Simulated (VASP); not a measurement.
Consider the following.

```
PbO2
1.0
    4.80421     0.00000     0.00000
    0.00000     4.80421     0.00000
    0.00000     0.00000     3.38058
Pb O
2 4
Direct
  0.00000   0.00000   0.00000
  0.50000   0.50000   0.50000
  0.30697   0.30697   0.00000
  0.80697   0.19303   0.50000
  0.19303   0.80697   0.50000
  0.69303   0.69303   0.00000
```

Calculation: LDA (Ceperley-Alder, Perdew-Zunger), VASP's LDA PAW potentials (set 64) (plane waves; VASP). Settings: 620 eV cut-off, 5×5×7 Γ-centred mesh, Gaussian smearing of 0.050 eV, potentials Pb_d O.

Energy and stress use the plane-wave basis of the starting cell.

The ions, cell shape and volume at an external pressure of 20.0 GPa are relaxed. Give the cell that the relaxation ends in.

```
PbO2
1.0
    4.69756     0.00000     0.00000
    0.00000     4.69756     0.00000
    0.00000     0.00000     3.37216
Pb O
2 4
Direct
  0.00000   0.00000   0.00000
  0.50000   0.50000   0.50000
  0.30751   0.30751   0.00000
  0.80751   0.19249   0.50000
  0.19249   0.80751   0.50000
  0.69249   0.69249   0.00000
```
Space group P4_2/mnm (136), at a tolerance of 0.03 Å.

How do energy and volume change from the first to the last step?

The energy (σ→0) changes by +55.1 meV/atom and the volume by -4.6 %, in 11 ionic steps.

```csv
step,E(σ→0) (eV),max force (eV/Å),pressure (GPa),volume (Å³)
1,-36.5196,0.010,9.80,78.03
2,-35.1309,0.216,43.42,69.04
3,-36.2171,0.062,19.74,74.70
4,-36.2088,0.063,19.94,74.63
5,-36.2004,0.065,20.16,74.57
6,-36.1899,0.057,20.22,74.44
7,-36.1828,0.117,20.28,74.38
8,-36.2065,0.050,19.57,74.56
9,-36.2103,0.038,19.42,74.59
10,-36.1644,0.057,20.61,74.22
11,-36.1889,0.007,19.97,74.41
```

The compound is PbO2 in the rutile structure. This run relaxes it under an external pressure of 20 GPa. Symmetry was kept, so distortions that lower it aren't found.
